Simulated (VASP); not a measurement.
A VASP calculation is set up with these files.

### KPOINTS
```
Automatic mesh
0
Gamma
10 10 10
0 0 0
```

**INCAR**
```
SYSTEM  =  NaF
PREC  =  Accurate; ENCUT  =  600; LREAL  =  .FALSE.
LASPH  =  .TRUE.
EDIFF  =  1E-7; NELM  =  100; ALGO  =  Normal
ISMEAR  =  0; SIGMA  =  0.05
GGA  =  PS
IBRION  =  2; NSW  =  40; ISIF  =  3
EDIFFG  =  -0.01; PSTRESS  =  100
LWAVE  =  .FALSE.; LCHARG  =  .FALSE.
```

POSCAR:
```
NaF
1
    0.0000000000     2.2034783671     2.2034783671
    2.2034783671    -0.0000000000     2.2034783671
    2.2034783671     2.2034783671     0.0000000000
Na F
1 1
Direct
  0.0000000000   0.0000000000   1.0000000000
  0.5000000000   0.5000000000   0.5000000000
```

POTCAR, in this order: Na_pv F (PBE.64 set). Program: vasp_std.

Task: Translate this PBEsol calculation to Ansatz.

Result: One equivalent input (not run):
Ansatz 0.2 input:
```yaml
crystal:
  lattice:
    - [0.0000000, 2.2034784, 2.2034784]
    - [2.2034784, 0.0000000, 2.2034784]
    - [2.2034784, 2.2034784, 0.0000000]
  atoms:
    - { symbol: Na, position: [0.0000000, 0.0000000, 1.0000000] }
    - { symbol: F, position: [0.5000000, 0.5000000, 0.5000000] }
kpoints:
  mp_grid: { grid: [10, 10, 10] }
hamiltonian:
  xc: pbesol
  pseudopotentials: { kind: paw }
scf:
  occupations: { method: gaussian, width: 0.05 }
  max_iter: 100
relax:
  max_steps: 40
  f_tol: 0.01
  cell: { p_target: 10 }
output: { forces: true, stress: true, eigenvalues: true }
```
The two are equivalent in intent, not identical: each code has its own PAW files, so the cut-off isn't converted (ENCUT is set for VASP's; basis.ecutwfc is left out, and Ansatz then takes the one that its files recommend); Ansatz stops its SCF on the density residual and VASP on the energy change (EDIFF).

The compound is NaF in the rock salt structure. This run relaxes it under an external pressure of 10 GPa. Symmetry was kept, so distortions that lower it aren't found.
